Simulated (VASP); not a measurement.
Data:

```xyz
1
Lattice="-1.6527 1.6527 1.6527 1.6527 -1.6527 1.6527 1.6527 1.6527 -1.6527" Properties=species:S:1:pos:R:3 pbc="T T T"
Nb     0.0000     0.0000     0.0000
```

Computed with PBE GGA, VASP's PBE PAW potentials (set 64) (plane waves; VASP 6.6.1). Run with 480 eV cut-off, 14×14×14 Γ-centred mesh, first-order Methfessel-Paxton smearing of 0.10 eV, potentials Nb_sv.

Energy and stress use the plane-wave basis of the starting cell.

The ions, cell shape and volume at an external pressure of 30.0 GPa are relaxed. Which structure does the run end with?

```xyz
1
Lattice="-1.5796 1.5796 1.5796 1.5796 -1.5796 1.5796 1.5796 1.5796 -1.5796" Properties=species:S:1:pos:R:3 pbc="T T T"
Nb     0.0000     0.0000     0.0000
```
Space group Im-3m (229), at a tolerance of 0.03 Å.

How do energy and volume change from the first to the last step?

The energy (σ→0) changes by +196.0 meV/atom and the volume by -12.7 %, in 5 ionic steps.

The compound is Nb in the bcc structure. This run relaxes it under an external pressure of 30 GPa. Symmetry was kept, so distortions that lower it aren't found.
